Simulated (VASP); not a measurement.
A run of VASP 6.6.1 is set up as follows.

Contents of INCAR:

```
PREC = Accurate ; ENCUT = 520
EDIFF = 1E-7 ; ISMEAR = -1
SIGMA = 0.05 ; LREAL = False
LASPH = True ; NELM = 120
ALGO = Normal ; ISIF = 2
LWAVE = False ; LCHARG = True
ISPIN = 2 ; MAGMOM = 0 0 4
LORBIT = 11 ; LMAXMIX = 4
GGA = PE ; LELF = True
LVHAR = True ; NBANDS = 36
```

Contents of KPOINTS:

```
regular mesh
0
Gamma
  7 7 8
```

Contents of POSCAR:

```
LuMnIn
1.0
    4.7365597518      0.0000000000      0.0000000000
   -2.3682798759      4.1019810716      0.0000000000
    0.0000000000      0.0000000000      3.4007410000
Lu In Mn
1 1 1
Direct
    0.0000000000      0.0000000000      0.0000000000
    0.6666666667      0.3333333333      0.5000000000
    0.3333333333      0.6666666667      0.5000000000
```

Potentials or basis: VASP PAW PBE potentials, release 64 (Lu, In_d, Mn_pv).

Run with:

```sh
$ cat potpaw_PBE.64/Lu/POTCAR potpaw_PBE.64/In_d/POTCAR potpaw_PBE.64/Mn_pv/POTCAR > POTCAR
$ mpirun -np 1 vasp_std > vasp.out
```

(1) What does it give for the band gap on the k mesh?

(2) Predict the net moment.

(3) What does it give for the site moments?

Answers

(1) none (metal or under the smearing width).

(2) 3.51 μB per cell.

(3) Lu -0.15; In -0.04; Mn +3.62 μB.

Caveat: spin-orbit coupling is left out, which moves the levels of the heavy elements.
